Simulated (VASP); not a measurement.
Data:

```xyz
4
Lattice="3.9966 0.0000 0.0000 0.0000 3.9966 0.0000 0.0000 0.0000 5.2615" Properties=species:S:1:pos:R:3 pbc="T T T"
Pb     1.9983     0.0000     4.0710
Pb     0.0000     1.9983     1.1905
O      1.9983     1.9983     0.0000
O      0.0000     0.0000     0.0000
```

Computed with r2SCAN meta-GGA, VASP's PBE PAW potentials (set 64) (plane waves; VASP). Settings: 520 eV cut-off, 6×6×5 Γ-centred mesh, tetrahedra with Blöchl corrections, potentials Pb_d O.

The cores are frozen, which limits the accuracy of field gradients.

### Question
Give the principal components of the electric field gradient (V/Å²) and the asymmetry η at each nucleus.

### Answer

```csv
atom,Vxx,Vyy,Vzz,η
Pb1,132.7,132.7,-265.4,0.00
Pb2,132.7,132.7,-265.4,0.00
O3,0.7,0.7,-1.5,0.00
O4,0.7,0.7,-1.5,0.00
```

The compound is PbO in the litharge structure. It was relaxed first, which changed the volume by +6 %.
